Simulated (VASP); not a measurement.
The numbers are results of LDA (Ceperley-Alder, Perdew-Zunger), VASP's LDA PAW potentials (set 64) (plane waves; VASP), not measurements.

A VASP calculation is set up with these files.

**INCAR**
```
SYSTEM = BaZrO3
PREC = Accurate
ENCUT = 520
EDIFF = 1E-7
NELM = 100
ALGO = Normal
LREAL = .FALSE.
LASPH = .TRUE.
ISMEAR = 0
SIGMA = 0.05
LMAXMIX = 4
LWAVE = .FALSE.
LCHARG = .FALSE.
ISIF = 2
```

**POSCAR**
```
BaZrO3
1
    4.2413875274     0.0000000000     0.0000000000
    0.0000000000     4.2413875274     0.0000000000
    0.0000000000     0.0000000000     4.2413875274
Ba Zr O
1 1 3
Direct
  0.0000000000   0.0000000000   0.0000000000
  0.5000000000   0.5000000000   0.5000000000
  0.5000000000   0.0000000000   0.5000000000
  0.0000000000   0.5000000000   0.5000000000
  0.5000000000   0.5000000000   0.0000000000
```

### KPOINTS
```
Automatic mesh
0
Gamma
5 5 5
0 0 0
```

POTCAR, in this order: Ba_sv Zr_sv O (LDA.64 set). Program: vasp_std.

The run wrote:

**OSZICAR**
```
       N       E                     dE             d eps       ncg     rms          rms(c)
DAV:   1     0.326321283938E+03    0.32632E+03   -0.22459E+04   480   0.164E+03
DAV:   2    -0.324007054448E+02   -0.35872E+03   -0.35471E+03   624   0.392E+02
DAV:   3    -0.525656814406E+02   -0.20165E+02   -0.20143E+02   752   0.925E+01
DAV:   4    -0.530904253844E+02   -0.52474E+00   -0.52463E+00   704   0.120E+01
DAV:   5    -0.530984113746E+02   -0.79860E-02   -0.79858E-02   672   0.120E+00    0.285E+01
DAV:   6    -0.458760059733E+02    0.72224E+01   -0.47676E+01   600   0.430E+01    0.131E+01
DAV:   7    -0.456927805678E+02    0.18323E+00   -0.39535E+00   712   0.114E+01    0.758E+00
DAV:   8    -0.456183069163E+02    0.74474E-01   -0.38695E-01   680   0.480E+00    0.642E-01
DAV:   9    -0.456159606524E+02    0.23463E-02   -0.48308E-02   752   0.128E+00    0.493E-01
DAV:  10    -0.456159252714E+02    0.35381E-04   -0.13822E-02   624   0.101E+00    0.248E-01
DAV:  11    -0.456155441467E+02    0.38112E-03   -0.26870E-03   648   0.459E-01    0.350E-02
DAV:  12    -0.456155434600E+02    0.68669E-06   -0.13312E-04   656   0.841E-02    0.240E-02
DAV:  13    -0.456155415223E+02    0.19376E-05   -0.10957E-05   640   0.234E-02    0.249E-03
DAV:  14    -0.456155415816E+02   -0.59241E-07   -0.63581E-07   672   0.649E-03
   1 F= -.45615542E+02 E0= -.45615542E+02  d E =-.380111E-13
```

File OUTCAR:
```
------------------------ aborting loop because EDIFF is reached ----------------------------------------
  FORCE on cell =-STRESS in cart. coord.  units (eV):
  Direction    XX          YY          ZZ          XY          YZ          ZX
  --------------------------------------------------------------------------------------
  Total       -4.2832328     -4.2832328     -4.2832328      0.0000000     -0.0000000     -0.0000000
  in kB      -89.9411416    -89.9411416    -89.9411416      0.0000000     -0.0000000     -0.0000000
  external PRESSURE =     -89.9411416 kB  Pullay stress =       0.0000000 kB
  volume of cell :       76.30
      direct lattice vectors                 reciprocal lattice vectors
     4.241387527  0.000000000  0.000000000     0.235771901  0.000000000  0.000000000
     0.000000000  4.241387527  0.000000000     0.000000000  0.235771901  0.000000000
     0.000000000  0.000000000  4.241387527     0.000000000  0.000000000  0.235771901
 POSITION                                       TOTAL-FORCE (eV/Angst)
 -----------------------------------------------------------------------------------
      0.00000      0.00000      0.00000         0.000000      0.000000      0.000000
      2.12069      2.12069      2.12069         0.000000      0.000000      0.000000
      2.12069      0.00000      2.12069         0.000000      0.000000      0.000000
      0.00000      2.12069      2.12069         0.000000      0.000000      0.000000
      2.12069      2.12069      0.00000         0.000000      0.000000      0.000000
 -----------------------------------------------------------------------------------
    total drift:                                0.000000     -0.000000     -0.000000
  FREE ENERGIE OF THE ION-ELECTRON SYSTEM (eV)
  ---------------------------------------------------
  free  energy   TOTEN  =       -45.6155415816 eV

  energy  without entropy=      -45.6155415816  energy(sigma->0) =      -45.61554158
```
(Selected blocks of OUTCAR.)

The compound is BaZrO3 in the cubic perovskite structure. This cell is one point of a volume scan, at 1.06 of the reference volume.
